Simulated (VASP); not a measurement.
Crystal: CsLi2.

```
CELL_PARAMETERS angstrom
3.96633 0.00000 0.00000
-1.98317 3.43495 0.00000
0.00000 0.00000 10.02838
ATOMIC_POSITIONS crystal
Cs 0.00000 0.00000 0.00000
Li 0.33333 0.66667 0.34863
Li 0.33333 0.66667 0.65137
```

The cell was built by a generator and needn't be a form met in nature.

```yaml
Program: VASP 6.6.1
Task: relaxation of cell and atoms
Functional: vdW-DF-cx
Potentials_or_basis: VASP PAW PBE potentials, release 64 (Cs_sv, Li_sv)
Cutoff: 600 eV
k_mesh: 8 × 8 × 3
Occupations: fermi-dirac, width 0.05 eV
Spin: no spin polarisation
```

At the start: pressure -0.3 GPa; volume 45.54 Å³/atom.

Where does the relaxation end?

Over 8 steps the energy falls by 3.4 meV/atom and the volume is 42.13 Å³/atom (-7.5 %); space group P-6m2 (No. 187, to 0.05 Å).

Step by step:
```tsv
step	energy change (eV)	largest force (eV/Å)	pressure (GPa)	volume (Å³)
1	0.0000	0.0160	-0.28	136.63
2	-0.0026	0.0145	-0.24	135.09
3	-0.0080	0.0088	-0.12	130.54
4	-0.0066	0.0076	0.22	121.74
5	-0.0096	0.0030	0.00	126.92
6	-0.0096	0.0025	0.01	126.65
7	-0.0100	0.0021	0.01	126.52
8	-0.0101	0.0015	0.00	126.38
```

Final structure:
```yaml
crystal:
  lattice:
    - [3.84091, 0.00000, 0.00000]
    - [-1.92046, 3.32633, 0.00000]
    - [0.00000, 0.00000, 9.89177]
  atoms:
    - { symbol: Cs, position: [0.00000, 0.00000, 0.00000] }
    - { symbol: Li, position: [0.33333, 0.66667, 0.34804] }
    - { symbol: Li, position: [0.33333, 0.66667, 0.65196] }
```

Caveat: the cutoff is under 1.25 times the usual one of these potentials, so pressure, stress and relaxed cells hold a basis-set (Pulay) error; the PAW data sets were made with another functional, which shifts forces and pressure a little.
